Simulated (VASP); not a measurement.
Calculation: PBEsol GGA, VASP's PBE PAW potentials (set 64) (plane waves; VASP).

The input files of a VASP run:

**INCAR**
```
ISMEAR = 0   # Gaussian
EDIFFG = -0.02   # ionic stop
GGA = PS   # PBEsol
LMAXMIX = 4   # l cut-off of mixed one-centre charges
IBRION = 2   # conjugate gradients
ENCUT = 400   # plane-wave cut-off (eV)
NELM = 100
EDIFF = 1E-6   # SCF stop (eV)
ALGO = Normal
LWAVE = .False.
SIGMA = 0.05
SYSTEM = MoS2
PREC = Accurate
LREAL = .False.
LASPH = .True.   # aspherical one-centre terms
ISIF = 3   # ions, shape and volume
NSW = 60
LCHARG = .False.
```

File POSCAR:
```
MoS2
1
    1.5703971183     0.9066689773     6.4850736386
   -1.5703971183     0.9066689773     6.4850736386
   -0.0000000000    -1.8133379547     6.4850736386
Mo S
1 2
Direct
  0.9997803991   0.9997803991   0.9997803991
  0.4131891666   0.4131891666   0.4131891666
  0.2530504343   0.2530504343   0.2530504343
```

KPOINTS:
```
Automatic mesh
0
Gamma
7 7 7
0 0 0
```

POTCAR, in this order: Mo_sv S (PBE.64 set). Program: vasp_std.

The resulting files:

File OUTCAR:
```
 ion  position               nearest neighbor table
   1  1.000  1.000  1.000-   3 2.39   3 2.39   3 2.39   2 2.39   2 2.39   2 2.39
   2  0.413  0.413  0.413-   1 2.39   1 2.39   1 2.39
   3  0.253  0.253  0.253-   1 2.39   1 2.39   1 2.39
  LATTYP: Found a trigonal (rhomboedric) cell.
 ALAT       =     6.7338232707
 COS(alpha) =     0.8912258880
 Subroutine PRICEL returns:
 Original cell was already a primitive cell.
 Subroutine GETGRP returns: Found  6 space group operations
The static configuration has the point symmetry C_3v.
The dynamic configuration has the point symmetry C_3v.
 Subroutine INISYM returns: Found  6 space group operations
 Subroutine IBZKPT returns following result:
 Found     44 irreducible k-points:

 Following reciprocal coordinates:
            Coordinates               Weight
  0.000000  0.000000  0.000000      1.000000
  0.142857 -0.000000  0.000000      6.000000
  0.285714 -0.000000  0.000000      6.000000
  0.428571 -0.000000 -0.000000      6.000000
  0.142857  0.142857 -0.000000      6.000000
  0.285714  0.142857 -0.000000     12.000000
  0.428571  0.142857  0.000000     12.000000
 -0.428571  0.142857 -0.000000     12.000000
 -0.285714  0.142857 -0.000000     12.000000
 -0.142857  0.142857  0.000000      6.000000
  0.285714  0.285714  0.000000      6.000000
  0.428571  0.285714  0.000000     12.000000
 -0.428571  0.285714  0.000000     12.000000
 -0.285714  0.285714  0.000000      6.000000
  0.428571  0.428571 -0.000000      6.000000
 -0.428571  0.428571  0.000000      6.000000
  0.142857  0.142857  0.142857      2.000000
  0.285714  0.142857  0.142857      6.000000
  0.428571  0.142857  0.142857      6.000000
 -0.428571  0.142857  0.142857      6.000000
 -0.285714  0.142857  0.142857      6.000000
 -0.142857  0.142857  0.142857      6.000000
  0.285714  0.285714  0.142857      6.000000
  0.428571  0.285714  0.142857     12.000000
 -0.428571  0.285714  0.142857     12.000000
 -0.285714  0.285714  0.142857     12.000000
 -0.142857  0.285714  0.142857     12.000000
  0.428571  0.428571  0.142857      6.000000
 -0.428571  0.428571  0.142857     12.000000
 -0.285714  0.428571  0.142857     12.000000
 -0.142857  0.428571  0.142857     12.000000
 -0.428571 -0.428571  0.142857      6.000000
 -0.285714 -0.428571  0.142857     12.000000
 -0.285714 -0.285714  0.142857      6.000000
  0.285714  0.285714  0.285714      2.000000
  0.428571  0.285714  0.285714      6.000000
 -0.428571  0.285714  0.285714      6.000000
 -0.285714  0.285714  0.285714      6.000000
  0.428571  0.428571  0.285714      6.000000
 -0.428571  0.428571  0.285714     12.000000
   k-points           NKPTS =     44   k-points in BZ     NKDIM =     44   number of bands    NBANDS=     17
   number of dos      NEDOS =    301   number of ions     NIONS =      3
   total plane-waves  NPLWV = 110592
   dimension x,y,z NGX =    48 NGY =   48 NGZ =   48
   dimension x,y,z NGXF=    96 NGYF=   96 NGZF=   96
   ions per type =               1   2
   PREC   = accura    normal or accurate (medium, high low for compatibility)
   ISTART =      0    job   : 0-new  1-cont  2-samecut
   ICHARG =      2    charge: 1-file 2-atom 10-const
   ISPIN  =      1    spin polarized calculation?
   LNONCOLLINEAR =      F non collinear calculations
   LSORBIT =      F    spin-orbit coupling
   INIWAV =      1    electr: 0-lowe 1-rand  2-diag
   ENCUT  =  400.0 eV  29.40 Ry    5.42 a.u.  10.98 10.98 10.98*2*pi/ulx,y,z
   NELM   =    100;   NELMIN=  2; NELMDL= -5     # of ELM steps
   EDIFF  = 0.1E-05   stopping-criterion for ELM
   LREAL  =      F    real-space projection
...
```

File OSZICAR:
```
...
   5 F= -.23447509E+02 E0= -.23447509E+02  d E =-.284997E-03
       N       E                     dE             d eps       ncg     rms          rms(c)
DAV:   1    -0.234493494450E+02   -0.18413E-02   -0.63214E-02  1496   0.203E+00    0.323E-01
DAV:   2    -0.234483909284E+02    0.95852E-03   -0.15479E-02  1552   0.875E-01    0.213E-01
DAV:   3    -0.234479667500E+02    0.42418E-03   -0.19390E-03  1512   0.274E-01    0.614E-02
DAV:   4    -0.234479156762E+02    0.51074E-04   -0.33486E-04  1496   0.127E-01    0.407E-02
DAV:   5    -0.234479199837E+02   -0.43075E-05   -0.11533E-05  1846   0.219E-02    0.244E-02
DAV:   6    -0.234479201897E+02   -0.20602E-06   -0.60162E-06  1560   0.140E-02
   6 F= -.23447920E+02 E0= -.23447920E+02  d E =-.696648E-03
       N       E                     dE             d eps       ncg     rms          rms(c)
DAV:   1    -0.234544160720E+02   -0.64961E-02   -0.25337E-01  1496   0.406E+00    0.643E-01
DAV:   2    -0.234505647282E+02    0.38513E-02   -0.61634E-02  1544   0.175E+00    0.425E-01
DAV:   3    -0.234488773120E+02    0.16874E-02   -0.77390E-03  1504   0.547E-01    0.122E-01
DAV:   4    -0.234486734795E+02    0.20383E-03   -0.13413E-03  1496   0.256E-01    0.815E-02
DAV:   5    -0.234486868260E+02   -0.13347E-04   -0.43861E-05  1856   0.433E-02    0.484E-02
DAV:   6    -0.234486854274E+02    0.13986E-05   -0.22741E-05  1689   0.272E-02    0.881E-03
DAV:   7    -0.234486858523E+02   -0.42489E-06   -0.38238E-06  1472   0.126E-02
   7 F= -.23448686E+02 E0= -.23448686E+02  d E =-.146231E-02
       N       E                     dE             d eps       ncg     rms          rms(c)
DAV:   1    -0.234730388085E+02   -0.24353E-01   -0.10205E+00  1496   0.815E+00    0.128E+00
DAV:   2    -0.234574271677E+02    0.15612E-01   -0.24513E-01  1536   0.348E+00    0.848E-01
DAV:   3    -0.234507340881E+02    0.66931E-02   -0.30970E-02  1496   0.109E+00    0.243E-01
DAV:   4    -0.234499253945E+02    0.80869E-03   -0.53533E-03  1496   0.516E-01    0.163E-01
DAV:   5    -0.234499685437E+02   -0.43149E-04   -0.15845E-04  1852   0.847E-02    0.956E-02
DAV:   6    -0.234499605128E+02    0.80309E-05   -0.80260E-05  1689   0.513E-02    0.178E-02
DAV:   7    -0.234499607004E+02   -0.18760E-06   -0.15732E-05  1558   0.257E-02    0.545E-03
DAV:   8    -0.234499607237E+02   -0.23280E-07   -0.36325E-07   750   0.452E-03
   8 F= -.23449961E+02 E0= -.23449961E+02  d E =-.273718E-02
       N       E                     dE             d eps       ncg     rms          rms(c)
DAV:   1    -0.235448464989E+02   -0.94886E-01   -0.41214E+00  1496   0.164E+01    0.254E+00
DAV:   2    -0.234807409440E+02    0.64106E-01   -0.96815E-01  1528   0.690E+00    0.169E+00
DAV:   3    -0.234545394028E+02    0.26202E-01   -0.12389E-01  1496   0.218E+00    0.478E-01
DAV:   4    -0.234513738198E+02    0.31656E-02   -0.20930E-02  1496   0.104E+00    0.325E-01
DAV:   5    -0.234515014583E+02   -0.12764E-03   -0.54145E-04  1873   0.169E-01    0.190E-01
DAV:   6    -0.234514795863E+02    0.21872E-04   -0.26050E-04  1713   0.943E-02    0.371E-02
DAV:   7    -0.234514755018E+02    0.40845E-05   -0.65149E-05  1550   0.538E-02    0.106E-02
DAV:   8    -0.234514753667E+02    0.13503E-06   -0.18137E-06  1195   0.969E-03
   9 F= -.23451475E+02 E0= -.23451475E+02  d E =-.425183E-02
       N       E                     dE             d eps       ncg     rms          rms(c)
DAV:   1    -0.238294703730E+02   -0.37799E+00   -0.16794E+01  1496   0.331E+01    0.505E+00
DAV:   2    -0.235600544749E+02    0.26942E+00   -0.38028E+00  1513   0.136E+01    0.333E+00
DAV:   3    -0.234609629247E+02    0.99092E-01   -0.49237E-01  1504   0.434E+00    0.946E-01
DAV:   4    -0.234489345843E+02    0.12028E-01   -0.76364E-02  1496   0.203E+00    0.647E-01
DAV:   5    -0.234490518991E+02   -0.11731E-03   -0.25300E-03  1886   0.399E-01    0.391E-01
DAV:   6    -0.234490281875E+02    0.23712E-04   -0.91227E-04  1654   0.179E-01    0.848E-02
DAV:   7    -0.234490053015E+02    0.22886E-04   -0.25406E-04  1563   0.114E-01    0.230E-02
DAV:   8    -0.234490032980E+02    0.20035E-05   -0.13747E-05  1841   0.258E-02    0.185E-02
DAV:   9    -0.234490039171E+02   -0.61906E-06   -0.12212E-06   788   0.766E-03
  10 F= -.23449004E+02 E0= -.23449004E+02  d E =-.178038E-02
       N       E                     dE             d eps       ncg     rms          rms(c)
DAV:   1    -0.237239459328E+02   -0.27494E+00   -0.11811E+01  1496   0.283E+01    0.462E+00
DAV:   2    -0.235631793314E+02    0.16077E+00   -0.34328E+00  1560   0.130E+01    0.318E+00
DAV:   3    -0.234621298657E+02    0.10105E+00   -0.44724E-01  1544   0.412E+00    0.903E-01
DAV:   4    -0.234516958969E+02    0.10434E-01   -0.68352E-02  1496   0.168E+00    0.547E-01
DAV:   5    -0.234518628761E+02   -0.16698E-03   -0.49564E-03  1716   0.439E-01    0.404E-01
DAV:   6    -0.234516532674E+02    0.20961E-03   -0.13776E-03  1609   0.225E-01    0.840E-02
DAV:   7    -0.234516594690E+02   -0.62017E-05   -0.14454E-04  1625   0.757E-02    0.162E-02
DAV:   8    -0.234516600795E+02   -0.61044E-06   -0.68499E-06  1836   0.176E-02
  11 F= -.23451660E+02 E0= -.23451660E+02  d E =-.443654E-02
       N       E                     dE             d eps       ncg     rms          rms(c)
DAV:   1    -0.234556266466E+02   -0.39672E-02   -0.18808E-01  1496   0.380E+00    0.680E-01
DAV:   2    -0.234528493780E+02    0.27773E-02   -0.10062E-02  1532   0.794E-01    0.204E-01
DAV:   3    -0.234521773643E+02    0.67201E-03   -0.19472E-03  1647   0.335E-01    0.829E-02
DAV:   4    -0.234521378205E+02    0.39544E-04   -0.16318E-04  1839   0.830E-02    0.286E-02
DAV:   5    -0.234521300927E+02    0.77278E-05   -0.29782E-05  1613   0.409E-02    0.195E-02
DAV:   6    -0.234521273366E+02    0.27561E-05   -0.10158E-05  1732   0.197E-02    0.788E-03
DAV:   7    -0.234521271872E+02    0.14946E-06   -0.40274E-07   748   0.477E-03
  12 F= -.23452127E+02 E0= -.23452127E+02  d E =-.467108E-03
       N       E                     dE             d eps       ncg     rms          rms(c)
DAV:   1    -0.234521836277E+02   -0.56291E-04   -0.25710E-03  1496   0.444E-01    0.799E-02
DAV:   2    -0.234521456351E+02    0.37993E-04   -0.13786E-04  1539   0.928E-02    0.238E-02
DAV:   3    -0.234521365722E+02    0.90630E-05   -0.25854E-05  1647   0.386E-02    0.100E-02
DAV:   4    -0.234521363589E+02    0.21332E-06   -0.22121E-06  1124   0.992E-03
  13 F= -.23452136E+02 E0= -.23452136E+02  d E =-.476279E-03
       N       E                     dE             d eps       ncg     rms          rms(c)
DAV:   1    -0.234548316128E+02   -0.26950E-02   -0.79454E-02  1496   0.251E+00    0.370E-01
DAV:   2    -0.234530218129E+02    0.18098E-02   -0.20882E-02  1704   0.942E-01    0.248E-01
DAV:   3    -0.234523572052E+02    0.66461E-03   -0.31042E-03  1592   0.358E-01    0.718E-02
DAV:   4    -0.234522310757E+02    0.12613E-03   -0.70836E-04  1517   0.174E-01    0.327E-02
DAV:   5    -0.234522303945E+02    0.68122E-06   -0.23480E-05  1850   0.341E-02    0.196E-02
DAV:   6    -0.234522315687E+02   -0.11743E-05   -0.10608E-05  1539   0.200E-02    0.638E-03
DAV:   7    -0.234522317241E+02   -0.15533E-06   -0.20735E-06   797   0.962E-03
  14 F= -.23452232E+02 E0= -.23452232E+02  d E =-.953652E-04
       N       E                     dE             d eps       ncg     rms          rms(c)
DAV:   1    -0.234525785739E+02   -0.34701E-03   -0.92835E-03  1496   0.857E-01    0.128E-01
DAV:   2    -0.234523673466E+02    0.21123E-03   -0.25142E-03  1704   0.327E-01    0.854E-02
DAV:   3    -0.234522867635E+02    0.80583E-04   -0.37398E-04  1592   0.124E-01    0.247E-02
DAV:   4    -0.234522716699E+02    0.15094E-04   -0.84316E-05  1517   0.597E-02    0.113E-02
DAV:   5    -0.234522712109E+02    0.45907E-06   -0.27181E-06  1489   0.117E-02
  15 F= -.23452271E+02 E0= -.23452271E+02  d E =-.134852E-03
```

### OUTCAR
```
------------------------ aborting loop because EDIFF is reached ----------------------------------------
  FORCE on cell =-STRESS in cart. coord.  units (eV):
  Direction    XX          YY          ZZ          XY          YZ          ZX
  --------------------------------------------------------------------------------------
  Total       -0.0145315     -0.0145315     -0.0048592      0.0000000      0.0000000      0.0000000
  in kB       -0.4365266     -0.4365263     -0.1459716      0.0000000      0.0000000      0.0000000
  external PRESSURE =      -0.3396748 kB  Pullay stress =       0.0000000 kB
  volume of cell :       53.33
      direct lattice vectors                 reciprocal lattice vectors
     1.570865783  0.906939561  6.239375672     0.318295812  0.183768218  0.053424149
    -1.570865783  0.906939561  6.239375672    -0.318295812  0.183768218  0.053424149
     0.000000000 -1.813879121  6.239375672     0.000000000 -0.367536435  0.053424149
 POSITION                                       TOTAL-FORCE (eV/Angst)
 -----------------------------------------------------------------------------------
      0.00000     -0.00000     18.71392        -0.000000      0.000000     -0.001586
      0.00000     -0.00000      7.79355         0.000000     -0.000000      0.006744
      0.00000     -0.00000      4.67730        -0.000000      0.000000     -0.005158
 -----------------------------------------------------------------------------------
    total drift:                                0.000000     -0.000007      0.000006
  FREE ENERGIE OF THE ION-ELECTRON SYSTEM (eV)
  ---------------------------------------------------
  free  energy   TOTEN  =       -23.4522712109 eV

  energy  without entropy=      -23.4522712109  energy(sigma->0) =      -23.45227121

 reached required accuracy - stopping structural energy minimisation
```
(Selected blocks of OUTCAR.)

### CONTCAR
```
MoS2
   1.00000000000000
     1.5708657827903787    0.9069395606898101    6.2393756720495315
    -1.5708657827903787    0.9069395606898101    6.2393756720495315
     0.0000000000000000   -1.8138791214758387    6.2393756720490003
  Mo              S
     1     2
Direct
     0.9997753788259006    0.9997753788259006    0.9997753788259006
     0.4163636541928674    0.4163636541928674    0.4163636541928675
     0.2498809669812282    0.2498809669812282    0.2498809669812281
```

Energy and stress use the plane-wave basis of the starting cell. Without a dispersion term in the relaxation, distances and binding between the weakly bound layers, chains or molecules are unreliable, and so is what depends on them.

The structure comes from a computed database's MoS2 entry (R3m); how it stands against other phases isn't given here. This run relaxes it. Symmetry was kept, so distortions that lower it aren't found. The start is the result of an earlier pass.
